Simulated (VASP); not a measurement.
# TiRuC2 with PBEsol + D4: from relaxation to properties, part 3 of 4

What structure does TiRuC2 take at this level, and what are its properties? The cell is invented: it takes the structure of a Materials Project entry for ZrTiC2 (space group 166 there), with some of its atoms replaced by other elements, volume scaled by an estimate. It may not be a known or stable phase. Left out of this account: at least 1 further run (relaxation: not told here). The atoms of the start are displaced at random from the sites of a R-3m cell.

VASP 6.6.1, plane waves and PAW; the level of theory is named at each step.

So far. Step 3 (Full relaxation (PBEsol + D4)): It ends with a largest force of 0.009 eV/Å and a pressure of 0.04 GPa. Step 4 (Density, ELF and potential (PBEsol + D4)): In this run the pressure is -0.05 GPa, small enough to go on; single stress components reach 0.06 GPa. The relaxed cell has a = 3.072, c = 14.100 Å (conventional setting).

**5. Bands along the symmetry lines (PBEsol + D4)**

Level of this step: PBEsol with D4; plane waves and PAW (Ru_pv, Ti_sv, C); invented cell (VASP).

Levels along the symmetry lines show where the bands peak and cross; KPOINTS_OPT computes them in the converged potential.

INCAR reads:

```
SYSTEM = TiRuC2
PREC = Accurate
ENCUT = 520
EDIFF = 1E-06
NELM = 100
ISMEAR = 0
SIGMA = 0.05
LREAL = .FALSE.
ALGO = Normal
GGA = PS
IVDW = 13
NBANDS = 31
LASPH = .TRUE.
LORBIT = 11
LWAVE = .FALSE.
LCHARG = .FALSE.
KPAR = 2
```

POSCAR reads:

```
TiRuC2
1.0
    1.5361499698      0.8868965974      4.6999418066
   -1.5361499698      0.8868965974      4.6999418066
    0.0000000000     -1.7737931947      4.6999418066
Ru Ti C
1 1 2
Direct
    0.9997592224      0.9997592224      0.9997592224
    0.4999985729      0.4999985729      0.4999985729
    0.7492614186      0.7492614186      0.7492614186
    0.2514237731      0.2514237731      0.2514237731
```

KPOINTS reads:

```
Automatic mesh
0
Gamma
7 7 7
0 0 0
```

KPOINTS_OPT reads:

```
Line mode
16
Line-mode
Reciprocal
  0.00000000   0.00000000   0.00000000 GAMMA
  0.50000000   0.00000000   0.00000000 L

  0.50000000   0.00000000   0.00000000 L
  0.50000000   0.19040607  -0.19040607 B1

  0.80959393   0.50000000   0.19040607 B
  0.50000000   0.50000000   0.50000000 Z

  0.50000000   0.50000000   0.50000000 Z
  0.00000000   0.00000000   0.00000000 GAMMA

  0.00000000   0.00000000   0.00000000 GAMMA
  0.34520303   0.00000000  -0.34520303 X

  0.65479697   0.34520303   0.00000000 Q
  0.50000000   0.50000000   0.00000000 F

  0.50000000   0.50000000   0.00000000 F
  0.65479697   0.65479697   0.19040607 P1

  0.65479697   0.65479697   0.19040607 P1
  0.50000000   0.50000000   0.50000000 Z

  0.50000000   0.00000000   0.00000000 L
  0.80959393   0.34520303   0.34520303 P
```

PAW data sets: Ru_pv, Ti_sv and C (PBE family, release 64).

On the command line:

```console
> mpirun -np 2 vasp_std
```

The program printed:

```text
[... set-up lines as in an earlier step ...]
 entering main loop
       N       E                     dE             d eps       ncg     rms          rms(c)
DAV:   1     0.358870256418E+03    0.35887E+03   -0.16938E+04  2728   0.128E+03
DAV:   2    -0.181849482243E+02   -0.37706E+03   -0.35572E+03  2819   0.394E+02
DAV:   3    -0.451240705887E+02   -0.26939E+02   -0.26228E+02  3888   0.997E+01
DAV:   4    -0.463074943791E+02   -0.11834E+01   -0.11758E+01  3705   0.165E+01
DAV:   5    -0.463359208525E+02   -0.28426E-01   -0.28419E-01  3094   0.224E+00    0.357E+01
DAV:   6    -0.407634001533E+02    0.55725E+01   -0.28727E+01  3287   0.498E+01    0.133E+01
DAV:   7    -0.385480415028E+02    0.22154E+01   -0.88590E+00  2977   0.269E+01    0.967E+00
DAV:   8    -0.382233635653E+02    0.32468E+00   -0.37391E+00  3117   0.129E+01    0.646E+00
DAV:   9    -0.380976723218E+02    0.12569E+00   -0.44582E-01  3159   0.572E+00    0.145E+00
DAV:  10    -0.380961166911E+02    0.15556E-02   -0.41414E-02  3196   0.138E+00    0.438E-01
DAV:  11    -0.380957506594E+02    0.36603E-03   -0.49316E-03  3081   0.635E-01    0.996E-02
DAV:  12    -0.380958096630E+02   -0.59004E-04   -0.33396E-04  3481   0.147E-01    0.371E-02
DAV:  13    -0.380958088714E+02    0.79160E-06   -0.49390E-05  3149   0.449E-02    0.105E-02
DAV:  14    -0.380958083861E+02    0.48526E-06   -0.36731E-06  3156   0.164E-02
   1 F= -.38893081E+02 E0= -.38891367E+02  d E =-.342830E-02
 Start KPOINTS_OPT (optional k-point list driver)
k-point batch [1-44\144]
       N       E                     dE             ncg
DAV:   1     0.468419216002E+04   -0.42509E+05     2736
DAV:   2    -0.115382680869E+05   -0.16222E+05     2833
DAV:   3    -0.126600638111E+05   -0.11218E+04     4096
DAV:   4    -0.127118179554E+05   -0.51754E+02     3453
DAV:   5    -0.127129856221E+05   -0.11677E+01     3371
DAV:   6    -0.127130106140E+05   -0.24992E-01     3126
DAV:   7    -0.127130113519E+05   -0.73788E-03     3243
DAV:   8    -0.127130113763E+05   -0.24447E-04     2413
DAV:   9    -0.127130113772E+05   -0.92849E-06     2091
[...]
k-point batch [133-144\144]
       N       E                     dE             ncg
DAV:   1     0.373600488621E+05   -0.16150E+05      744
DAV:   2     0.329313261223E+05   -0.44287E+04      786
DAV:   3     0.326313581262E+05   -0.29997E+03     1066
DAV:   4     0.326190448912E+05   -0.12313E+02     1051
DAV:   5     0.326188388746E+05   -0.20602E+00      786
DAV:   6     0.326188350372E+05   -0.38374E-02      926
DAV:   7     0.326188349238E+05   -0.11337E-03      816
DAV:   8     0.326188349204E+05   -0.34271E-05      788
DAV:   9     0.326188349202E+05   -0.12396E-06      527
```

It took 1.9 min on 2 MPI ranks of Intel Xeon Platinum 8488C (Sapphire Rapids), shared host; peak memory 0.51 GiB; 3.7 min of CPU time.

Parts of OUTCAR (step 5):

```text
   k-points           NKPTS =     44   k-points in BZ     NKDIM =     44   number of bands    NBANDS=     31

   NELECT =      34.0000    total number of electrons

 E-fermi :  11.4674

 k-point     1 :       0.0000    0.0000    0.0000
  band No.  band energies     occupation
    ...
     13       8.9135      2.00000
     14       8.9135      2.00000
     15      10.0871      2.00000
     16      11.3168      1.99998
     17      11.3168      1.99998
     18      11.8582      0.00000
     19      11.8582      0.00000
     20      12.4184      0.00000
     21      13.3007      0.00000
     22      13.3007      0.00000
    ...

  DFT-D4 for vdW energy calculation

  Edisp (eV):   -0.79727

  Total      -0.00268    -0.00268     0.00060     0.00000     0.00000     0.00000
  in kB      -0.11163    -0.11163     0.02500     0.00000     0.00000     0.00000
  external pressure =       -0.07 kB  Pullay stress =        0.00 kB

 POSITION                                       TOTAL-FORCE (eV/Angst)
 -----------------------------------------------------------------------------------
      0.00000      0.00000     14.09643         0.000000      0.000000      0.007681
      0.00000      0.00000      7.04989         0.000000      0.000000      0.005669
      0.00000      0.00000     10.56446         0.000000     -0.000000     -0.008712
      0.00000      0.00000      3.54503         0.000000     -0.000000     -0.004638
 -----------------------------------------------------------------------------------
    total drift:                               -0.000000      0.000000     -0.000170

  FREE ENERGIE OF THE ION-ELECTRON SYSTEM (eV)
  ---------------------------------------------------
  free  energy   TOTEN  =       -38.8930811163 eV

  energy  without entropy=      -38.8896528211  energy(sigma->0) =      -38.89136697

[... 8 parts as in an earlier step ...]

[... 8 further parts left out ...]
```

Within 0.02 Å the cell has space group R-3m; at a tight tolerance a small distortion makes it R3m. Spin-orbit coupling is off here; it would split degenerate levels.

Numbers from this step:

- bands: 31
- pressure: -0.006609 GPa

The electronic bands at the labelled points (eV, zero at the Fermi level; # counts the bands kept in this run, so #1 is VASP's band 10):

```csv
point,#5,#6,#7,#8,#9,#10,#11,#12
Γ,-2.55,-1.38,-0.15,-0.15,0.39,0.39,0.95,1.83
0.47 of the way,-3.24,-2.96,-1.32,-0.35,0.89,1.38,1.82,2.83
L,-4.00,-3.16,-1.11,-0.56,0.69,0.91,2.58,3.09
0.47 of the way,-4.17,-3.94,-0.81,-0.19,0.81,1.56,2.74,2.96
B1,-3.95,-3.57,-1.16,0.05,0.15,1.94,2.84,2.89
jump to B,-3.95,-3.57,-1.16,0.05,0.15,1.94,2.84,2.89
0.47 of the way,-4.39,-2.52,-1.86,-0.57,0.75,1.44,2.23,2.97
Z,-2.92,-2.92,-2.11,-2.11,0.85,1.02,1.02,1.80
0.47 of the way,-2.40,-2.29,-1.98,-1.98,0.88,1.39,1.39,2.30
Γ,-2.55,-1.38,-0.15,-0.15,0.39,0.39,0.95,1.83
0.47 of the way,-4.03,-3.19,-1.28,-0.09,0.83,1.65,2.20,2.42
X,-4.10,-3.58,-1.14,0.08,0.29,1.92,2.82,2.99
jump to Q,-4.10,-3.58,-1.14,0.08,0.29,1.92,2.82,2.99
0.47 of the way,-4.24,-2.36,-1.36,-0.21,-0.05,2.07,2.74,2.95
F,-3.94,-1.47,-0.81,-0.65,0.06,1.10,2.11,2.73
0.47 of the way,-3.93,-1.56,-0.89,-0.65,0.12,1.19,2.08,2.73
P1,-3.89,-1.84,-1.08,-0.64,0.29,1.45,1.98,2.75
0.53 of the way,-3.25,-3.16,-1.64,-0.91,1.03,1.22,1.89,2.94
Z,-2.92,-2.92,-2.11,-2.11,0.85,1.02,1.02,1.80
jump to L,-4.00,-3.16,-1.11,-0.56,0.69,0.91,2.58,3.09
0.47 of the way,-3.96,-2.75,-1.16,-0.59,0.48,1.36,2.50,3.10
P,-3.89,-1.84,-1.08,-0.64,0.29,1.45,1.98,2.75
```

Of the projections kept (Ru, Ti, C), the largest for each band there, as a share of the weight inside these atoms' spheres; weight between the spheres isn't counted:

```csv
point,#5,#6,#7,#8,#9,#10,#11,#12
Γ,Ru 0.88,Ru 0.64,Ti 0.60,Ti 0.60,C 0.91,C 0.91,C 0.95,Ti 0.84
L,Ti 0.46,Ti 0.47,Ru 0.78,Ru 1.00,Ru 0.82,Ti 0.83,Ti 0.99,Ti 0.91
B1,Ru 0.42,C 0.38,Ru 0.85,Ru 0.57,Ru 0.75,Ti 0.86,Ti 0.75,Ti 0.75
B,Ru 0.42,C 0.38,Ru 0.85,Ru 0.57,Ru 0.75,Ti 0.86,Ti 0.75,Ti 0.75
Z,Ti 0.57,Ti 0.57,Ru 0.99,Ru 0.99,Ru 0.52,Ti 0.99,Ti 0.99,Ti 0.72
Γ,Ru 0.88,Ru 0.64,Ti 0.60,Ti 0.60,C 0.91,C 0.91,C 0.95,Ti 0.84
```

There is no gap at this level.

**6. Total and projected DOS (PBEsol + D4)**

Here the states are counted by energy and projected on the atoms. The mesh is finer than in the run before.

Edit INCAR of step 5 so:

```diff
@@ -5,3 +5,3 @@
 NELM = 100
-ISMEAR = 0
+ISMEAR = -5
 SIGMA = 0.05
@@ -17 +17,2 @@
 KPAR = 2
+NEDOS = 2001
```

POSCAR is that of step 5.

KPOINTS reads:

```
Automatic mesh
0
Gamma
11 11 11
0 0 0
```

On the command line:

```console
> mpirun -np 2 vasp_std
```

The program printed:

```text
[... set-up lines as in an earlier step ...]
 entering main loop
       N       E                     dE             d eps       ncg     rms          rms(c)
DAV:   1     0.359975358107E+03    0.35998E+03   -0.16730E+04  9076   0.127E+03
DAV:   2    -0.180038834952E+02   -0.37798E+03   -0.35719E+03  9360   0.396E+02
DAV:   3    -0.450810326344E+02   -0.27077E+02   -0.26374E+02 13065   0.100E+02
DAV:   4    -0.463161571850E+02   -0.12351E+01   -0.12283E+01 12044   0.167E+01
DAV:   5    -0.463408919448E+02   -0.24735E-01   -0.24712E-01 10491   0.220E+00    0.356E+01
DAV:   6    -0.406805225120E+02    0.56604E+01   -0.28756E+01 11027   0.497E+01    0.132E+01
DAV:   7    -0.385219172509E+02    0.21586E+01   -0.97198E+00  9902   0.266E+01    0.957E+00
DAV:   8    -0.382382137824E+02    0.28370E+00   -0.34797E+00 10264   0.124E+01    0.632E+00
DAV:   9    -0.381101473189E+02    0.12807E+00   -0.41672E-01 10588   0.565E+00    0.138E+00
DAV:  10    -0.381108598780E+02   -0.71256E-03   -0.35886E-02 10833   0.127E+00    0.437E-01
DAV:  11    -0.381107444814E+02    0.11540E-03   -0.40597E-03 10324   0.575E-01    0.112E-01
DAV:  12    -0.381107694583E+02   -0.24977E-04   -0.34032E-04 11009   0.141E-01    0.340E-02
DAV:  13    -0.381107855115E+02   -0.16053E-04   -0.38593E-05 10740   0.370E-02    0.153E-02
DAV:  14    -0.381107945425E+02   -0.90310E-05   -0.50762E-06 10558   0.147E-02    0.480E-03
DAV:  15    -0.381107966977E+02   -0.21552E-05   -0.41170E-07  6311   0.471E-03    0.225E-03
DAV:  16    -0.381107978761E+02   -0.11784E-05   -0.89620E-08  6031   0.256E-03    0.800E-04
DAV:  17    -0.381107975184E+02    0.35774E-06   -0.21361E-08  5436   0.138E-03
   1 F= -.38908070E+02 E0= -.38908070E+02  d E =0.000000E+00
 -----------------------------------------------------------------------------
|                                                                             |
|           W    W    AA    RRRRR   N    N  II  N    N   GGGG   !!!           |
|           W    W   A  A   R    R  NN   N  II  NN   N  G    G  !!!           |
|           W    W  A    A  R    R  N N  N  II  N N  N  G       !!!           |
|           W WW W  AAAAAA  RRRRR   N  N N  II  N  N N  G  GGG   !            |
|           WW  WW  A    A  R   R   N   NN  II  N   NN  G    G                |
|           W    W  A    A  R    R  N    N  II  N    N   GGGG   !!!           |
|                                                                             |
|     Tetrahedron method does not include variations of the Fermi             |
|     occupations, so forces and stress will be inaccurate. We suggest        |
|     using a different smearing scheme ISMEAR = 1 or 2 for metals in         |
|     relaxations.                                                            |
|                                                                             |
 -----------------------------------------------------------------------------
```

It took 2.5 min on 2 MPI ranks; peak memory 0.69 GiB.

Parts of OUTCAR (step 6):

```text
   k-points           NKPTS =    146   k-points in BZ     NKDIM =    146   number of bands    NBANDS=     31

   NELECT =      34.0000    total number of electrons

 E-fermi :  11.4780

 k-point     1 :       0.0000    0.0000    0.0000
  band No.  band energies     occupation
    ...
     13       8.9283      2.00000
     14       8.9283      2.00000
     15      10.0925      2.00000
     16      11.3146      2.00000
     17      11.3146      2.00000
     18      11.8551      0.00000
     19      11.8551      0.00000
     20      12.4177      0.00000
     21      13.2923      0.00000
     22      13.2923      0.00000
    ...

  DFT-D4 for vdW energy calculation

  Edisp (eV):   -0.79727

  Total       0.04153     0.04153    -0.07981     0.00000    -0.00000     0.00000
  in kB       1.73171     1.73171    -3.32817     0.00000    -0.00000     0.00000
  external pressure =        0.05 kB  Pullay stress =        0.00 kB

 POSITION                                       TOTAL-FORCE (eV/Angst)
 -----------------------------------------------------------------------------------
      0.00000      0.00000     14.09643         0.000000      0.000000      0.012347
      0.00000      0.00000      7.04989         0.000000      0.000000      0.008129
      0.00000      0.00000     10.56446         0.000000     -0.000000     -0.093470
      0.00000      0.00000      3.54503         0.000000      0.000000      0.072994
 -----------------------------------------------------------------------------------
    total drift:                               -0.000000      0.000000     -0.000070

  FREE ENERGIE OF THE ION-ELECTRON SYSTEM (eV)
  ---------------------------------------------------
  free  energy   TOTEN  =       -38.9080702486 eV

  energy  without entropy=      -38.9080702486  energy(sigma->0) =      -38.90807025

[... 6 parts as in an earlier step ...]

[... 10 further parts left out ...]
```

Force components of up to 0.09 eV/Å appear here. Mesh or smearing differ from those of the relaxation, so its positions hold an error of that kind, and the forces of a metal with tetrahedra are inexact too. With tetrahedra the forces and stress of a metal are not exact derivatives of the energy.

Numbers from this step:

| Item | Value |
| --- | --- |
| SCF cycles | 17 |
| irreducible k-points | 146 |
| free energy (TOTEN) | -38.91 eV |
| Fermi energy | 11.48 eV |
| pressure | 0.004508 GPa |
| DOS at the Fermi level, one point of the energy grid | 1.851 states/eV/cell |

The density of states has structure finer than the step of the table below, so its rows give means over 0.5 eV, whole bins alone (the curve runs from -12.0 to 5.49 eV). Peaks (eV: height): total -5.10: 6.82, -4.61: 5.54, 1.93: 4.68, 2.90: 8.00; Ti d -4.05: 0.792, 1.93: 2.69, 2.90: 5.41; Ru d -5.42: 1.90, -5.10: 2.68, -4.61: 1.49, -0.33: 2.35; C p -5.42: 0.942, -5.10: 1.30, -4.61: 1.14, -4.13: 0.918; Ru p -10.91: 0.151, -5.10: 0.149, -4.61: 0.197, -4.05: 0.0933.

States under -12.0 eV and over 5.5 eV are left out. The density of states by energy, zero at the Fermi level; means over each step; 7 of 9 lines; values in states/eV/cell:

| energy (eV) | total | Ti d | Ru d | C p | Ru p | Ti p | C s |
| --- | --- | --- | --- | --- | --- | --- | --- |
| -11.5 | 2.11 | 0.0686 | 0.277 | 0.0124 | 0.0429 | 0.0463 | 0.855 |
| -11.0 | 2.67 | 0.116 | 0.258 | 0.0133 | 0.0988 | 0.0643 | 1.14 |
| -10.5 | 0.935 | 0.0268 | 0.0570 | 0.00531 | 0.0459 | 0.0337 | 0.412 |
| -10.0 | 0.0850 | 0.00140 | 0.00426 | 5.3e-4 | 0.00424 | 0.00384 | 0.0389 |
| -9.5 | 7.9e-4 | 0 | 1.4e-5 | 0 | 3.8e-5 | 3.3e-5 | 3.8e-4 |
| -9.0 | 0 | 0 | 0 | 0 | 0 | 0 | 0 |
| -8.5 | 0 | 0 | 0 | 0 | 0 | 0 | 0 |
| -8.0 | 0.00753 | 4.2e-4 | 0.00157 | 0.00136 | 3.3e-5 | 3.0e-5 | 1.0e-4 |
| -7.5 | 0.330 | 0.0184 | 0.0731 | 0.0596 | 0.00266 | 0.00232 | 0.00505 |
| -7.0 | 0.907 | 0.0470 | 0.229 | 0.167 | 0.0122 | 0.00964 | 0.0137 |
| -6.5 | 2.22 | 0.0930 | 0.665 | 0.426 | 0.0385 | 0.0280 | 0.0250 |
| -6.0 | 1.25 | 0.0669 | 0.365 | 0.253 | 0.0238 | 0.0333 | 0.0128 |
| -5.5 | 3.80 | 0.231 | 1.41 | 0.761 | 0.0752 | 0.104 | 0.0340 |
| -5.0 | 3.83 | 0.243 | 1.45 | 0.736 | 0.0890 | 0.124 | 0.0313 |
| -4.5 | 3.25 | 0.407 | 0.872 | 0.670 | 0.109 | 0.0926 | 0.0328 |
| -4.0 | 3.24 | 0.632 | 0.820 | 0.668 | 0.0728 | 0.0446 | 0.0295 |
| -3.5 | 1.93 | 0.410 | 0.464 | 0.412 | 0.0475 | 0.0211 | 0.0112 |
| -3.0 | 1.73 | 0.379 | 0.431 | 0.381 | 0.0411 | 0.0154 | 0.00726 |
| -2.5 | 1.15 | 0.238 | 0.301 | 0.254 | 0.0285 | 0.0126 | 0.00369 |
| -2.0 | 0.854 | 0.151 | 0.317 | 0.152 | 0.0163 | 0.00953 | 0.00373 |
| -1.5 | 1.50 | 0.225 | 0.633 | 0.245 | 0.0256 | 0.0181 | 0.00857 |
| -1.0 | 2.26 | 0.192 | 1.15 | 0.356 | 0.0396 | 0.0311 | 0.0181 |
| -0.5 | 2.31 | 0.335 | 1.37 | 0.238 | 0.0252 | 0.0162 | 0.00762 |
| 0.0 | 2.49 | 0.345 | 1.50 | 0.251 | 0.0321 | 0.0116 | 0.0101 |
| 0.5 | 2.08 | 0.451 | 0.819 | 0.349 | 0.0378 | 0.0192 | 0.0144 |
| 1.0 | 1.33 | 0.493 | 0.355 | 0.193 | 0.0169 | 0.0108 | 0.0122 |
| 1.5 | 2.53 | 1.27 | 0.504 | 0.276 | 0.0159 | 0.0129 | 0.0345 |
| 2.0 | 3.51 | 1.90 | 0.670 | 0.367 | 0.0208 | 0.0220 | 0.0293 |
| 2.5 | 2.54 | 1.54 | 0.326 | 0.274 | 0.0114 | 0.0182 | 0.0230 |
| 3.0 | 4.87 | 3.05 | 0.432 | 0.623 | 0.0293 | 0.0359 | 0.0334 |
| 3.5 | 1.95 | 0.637 | 0.458 | 0.379 | 0.0174 | 0.0393 | 0.0443 |
| 4.0 | 1.65 | 0.396 | 0.505 | 0.307 | 0.0171 | 0.0346 | 0.0820 |
| 4.5 | 1.81 | 0.431 | 0.613 | 0.288 | 0.0176 | 0.0354 | 0.122 |
| 5.0 | 1.54 | 0.517 | 0.405 | 0.221 | 0.0201 | 0.0254 | 0.101 |

Force by atom:

```
atom  x (eV/Å)  y (eV/Å)  z (eV/Å)    size
 Ru1    0.0000    0.0000    0.0123  0.0123
 Ti2    0.0000    0.0000    0.0081  0.0081
  C3    0.0000    0.0000   -0.0935  0.0935
  C4    0.0000    0.0000    0.0730  0.0730
```

The finer mesh and the other smearing move the Fermi level by +0.01 eV from the 7×7×7 run, a small shift, which tests the Fermi level alone. Of the states within 0.3 eV of the Fermi level, the largest shares in the PAW spheres are Ru d 60 %, Ti d 14 % and C p 10 %. The rest lies in smaller channels or between the spheres.

**7. Band structure (TB-mBJ)**

This step: TB-mBJ; plane waves and PAW (Ru_pv, Ti_sv, C); invented cell (VASP 6.6.1).

Levels along the symmetry lines show where the bands peak and cross; KPOINTS_OPT computes them in the converged potential. TB-mBJ is a local potential fitted to gaps: it costs far less than a hybrid but gives no energy.

INCAR reads:

```
SYSTEM = TiRuC2
PREC = Accurate
ENCUT = 520
EDIFF = 1E-06
NELM = 150
ISMEAR = 0
SIGMA = 0.05
LREAL = .FALSE.
ALGO = Normal
METAGGA = MBJ
LASPH = .TRUE.
NBANDS = 31
LORBIT = 11
LWAVE = .FALSE.
LCHARG = .FALSE.
KPAR = 2
```

POSCAR is that of step 6.

KPOINTS reads:

```
Automatic mesh
0
Gamma
7 7 7
0 0 0
```

KPOINTS_OPT is that of step 5.

On the command line:

```console
> mpirun -np 2 vasp_std
```

The program printed:

```text
[banner, memory and clock lines left out]
running    2 mpi-ranks, on    1 nodes
[...]
[... a notice as in an earlier step ...]

 LDA part: xc-table for (None), standard interpolation
 POSCAR, INCAR and KPOINTS ok, starting setup
[...]
entering main loop
       N       E                     dE             d eps       ncg     rms          rms(c)
DAV:   1     0.648718989798E+03    0.64872E+03   -0.16675E+04  2728   0.126E+03
DAV:   2     0.277612545720E+03   -0.37111E+03   -0.34855E+03  2847   0.389E+02
DAV:   3     0.250812947950E+03   -0.26800E+02   -0.26078E+02  4013   0.975E+01
DAV:   4     0.249575002887E+03   -0.12379E+01   -0.12261E+01  3763   0.162E+01
[...]
DAV:   8     0.214410054515E+03   -0.43845E+02   -0.17708E+02  3008   0.744E+01    0.942E+02
DAV:   9     0.262815305637E+03    0.48405E+02   -0.29972E+01  2903   0.496E+01    0.926E+02
DAV:  10     0.235126538898E+03   -0.27689E+02   -0.23432E+01  3064   0.316E+01    0.925E+02
[... 91 further cycles ...]
DAV: 102    -0.196177061883E+04    0.72766E+02   -0.25747E+04  3367   0.957E+02    0.108E+03
DAV: 103    -0.242799003977E+03    0.17190E+04   -0.10503E+04  3223   0.894E+02    0.102E+03
DAV: 104    -0.475891116838E+04   -0.45161E+04   -0.37495E+04  3879   0.172E+03    0.288E+02
DAV: 105     0.723891530850E+03    0.54828E+04   -0.17473E+04  3067   0.130E+03    0.399E+02
[...]
DAV: 109     0.712655492883E+03    0.39251E+03   -0.46515E+03  2728   0.100E+03    0.321E+02
DAV: 110     0.509961287059E+03   -0.20269E+03   -0.10759E+03  3176   0.367E+02    0.377E+02
DAV: 111    -0.300231535391E+02   -0.53998E+03   -0.34228E+03  4578   0.252E+02    0.762E+02
|                                                                             |
|     EEEEEEE  RRRRRR   RRRRRR   OOOOOOO  RRRRRR      ###     ###     ###     |
|     E        R     R  R     R  O     O  R     R     ###     ###     ###     |
|     E        R     R  R     R  O     O  R     R     ###     ###     ###     |
|     EEEEE    RRRRRR   RRRRRR   O     O  RRRRRR       #       #       #      |
|     E        R   R    R   R    O     O  R   R                               |
|     E        R    R   R    R   O     O  R    R      ###     ###     ###     |
|     EEEEEEE  R     R  R     R  OOOOOOO  R     R     ###     ###     ###     |
|                                                                             |
|     EDDAV: Call to ZHEGV failed. Returncode = 7 1 8                         |
|                                                                             |
|       ---->  I REFUSE TO CONTINUE WITH THIS SICK JOB ... BYE!!! <----       |
|                                                                             |

1
1
```

Run time: 7.2 min. Hardware: 2 MPI ranks.

The run ended with an error.

VASP's message: “EDDAV: Call to ZHEGV failed. Returncode = 7 1 8”. No number of this run is used.

(Part 3 of 4 ends here.)

[Lines on the potential files, build, host, timing and source positions are cut from VASP's logs without a mark.]

[Logs are printed without paths, hosts, clocks, repeated set-up lines and the standing remarks that a program may print on its own settings, such as how far it seeks lower states.]

[Hosts, paths, dates, database ids (printed as entryN), source tags and the programs' standing remarks are cut or masked in the printed files.]

[A measured line is paired with the nearest computed mode of its activity, which favours agreement.]

[In band tables of VASP the shares of atoms and orbitals are scaled to a sum of 1 inside the atoms' spheres.]
